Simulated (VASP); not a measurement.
## BAs: band structure with HSE06

The system is BAs.

```
CELL_PARAMETERS angstrom
0.00000 2.40455 2.40455
2.40455 0.00000 2.40455
2.40455 2.40455 0.00000
ATOMIC_POSITIONS crystal
B 0.00000 0.00000 0.00000
As 0.25000 0.25000 0.25000
```

* Program: VASP 6.6.1
* Task: band structure
* Functional: HSE06
* Potentials or basis: VASP PAW PBE potentials, release 64 (B, As)
* Cutoff: 520 eV
* k mesh: 8 × 8 × 8
* Occupations: gaussian, width 0.02 eV
* Spin: no spin polarisation
* Grid for exact exchange (PRECFOCK): Fast
* Screening parameter: 0.2 1/A
* Further INCAR settings: ALGO = Normal; EDIFF = 1e-06; NBANDS = 11

| Item | Value |
| --- | --- |
| Pressure | -3.4 GPa |
| Band gap on the k mesh | 1.88 eV, indirect (least direct gap 4.10 eV) |
| Band gap along the path | 1.87 eV, indirect (least direct gap 4.10 eV) |

Levels at the corners of the path, in eV from the valence-band top:
| point | band 2 | band 3 | band 4 | band 5 | band 6 | band 7 |
| --- | --- | --- | --- | --- | --- | --- |
| Γ | 0.00 | 0.00 | 0.00 | 4.10 | 4.10 | 4.10 |
| X | -9.38 | -4.38 | -4.38 | 2.11 | 2.18 | 12.76 |
| X | -9.38 | -4.38 | -4.38 | 2.11 | 2.18 | 12.76 |
| W | -8.90 | -5.84 | -5.54 | 6.18 | 7.06 | 7.65 |
| W | -8.90 | -5.84 | -5.54 | 6.18 | 7.06 | 7.65 |
| K | -8.97 | -6.35 | -3.74 | 2.78 | 6.51 | 10.45 |
| K | -8.97 | -6.35 | -3.74 | 2.78 | 6.51 | 10.45 |
| Γ | 0.00 | 0.00 | 0.00 | 4.10 | 4.10 | 4.10 |
| Γ | 0.00 | 0.00 | 0.00 | 4.10 | 4.10 | 4.10 |
| L | -9.55 | -1.95 | -1.95 | 3.45 | 5.69 | 5.69 |
| L | -9.55 | -1.95 | -1.95 | 3.45 | 5.69 | 5.69 |
| U | -8.97 | -6.35 | -3.74 | 2.78 | 6.51 | 10.45 |
| U | -8.97 | -6.35 | -3.74 | 2.78 | 6.51 | 10.45 |
| W | -8.90 | -5.84 | -5.54 | 6.18 | 7.06 | 7.65 |
| W | -8.90 | -5.84 | -5.54 | 6.18 | 7.06 | 7.65 |
| L | -9.55 | -1.95 | -1.95 | 3.45 | 5.69 | 5.69 |
| L | -9.55 | -1.95 | -1.95 | 3.45 | 5.69 | 5.69 |
| K | -8.97 | -6.35 | -3.74 | 2.78 | 6.51 | 10.45 |
| U | -8.97 | -6.35 | -3.74 | 2.78 | 6.51 | 10.45 |
| X | -9.38 | -4.38 | -4.38 | 2.11 | 2.18 | 12.76 |

Wall time 43 min on 1 thread of Intel(R) Xeon(R) Platinum 8375C CPU @ 2.90GHz (Ice Lake) (shared host), peak memory 0.35 GiB.

Caveat: the PAW data sets were made with another functional, which shifts forces and pressure a little.
